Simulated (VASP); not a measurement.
Write the native input for VASP 6.6.1 that does the following.

| Property | Result |
| --- | --- |
| Task | single point |
| Functional | PBE |
| Dispersion | D3(BJ) |
| Potentials or basis | VASP PAW PBE potentials, release 64 (C) |
| Cutoff | 520 eV |
| k mesh | 9 × 9 × 4 |
| Occupations | gaussian, width 0.02 eV |
| Spin | no spin polarisation |
| Further INCAR settings | ALGO = Fast; EDIFF = 1e-07 |

The structure of C lies in POSCAR:

```
C
1.0
    2.4560000000      0.0000000000      0.0000000000
   -1.2280000000      2.1269583900      0.0000000000
    0.0000000000      0.0000000000      6.6960000000
C
4
Direct
    0.0000000000      0.0000000000      0.7500000000
    0.0000000000      0.0000000000      0.2500000000
    0.3333333300      0.6666666700      0.7500000000
    0.6666666700      0.3333333300      0.2500000000
```

The input as run:

INCAR

```
SYSTEM = C
  ALGO = Fast
  EDIFF = 1E-7
  ENCUT = 520
  GGA = PE
  ISIF = 2
  ISMEAR = 0
  IVDW = 12
  LASPH = .TRUE.
  LCHARG = .FALSE.
  LREAL = .FALSE.
  LWAVE = .FALSE.
  NELM = 80
  PREC = Accurate
  SIGMA = 0.02
```

KPOINTS

```
k-points
0
G
  9 9 4
  0 0 0
```

Potentials or basis: VASP PAW PBE potentials, release 64 (C).

The run is started by

```console
$ cat potpaw_PBE.64/C/POTCAR > POTCAR
$ mpirun -np 1 vasp_std > vasp.out
```

It gave:

| Property | Result |
| --- | --- |
| Pressure | 3.8 GPa |
| Band gap on the k mesh | none (metal or under the smearing width) |
| Dispersion energy per atom | -0.157 eV |

Run time: 8.9 s on 1 thread of Intel(R) Xeon(R) 6975P-C (Granite Rapids), with other jobs on the host, peak memory 0.15 GiB.
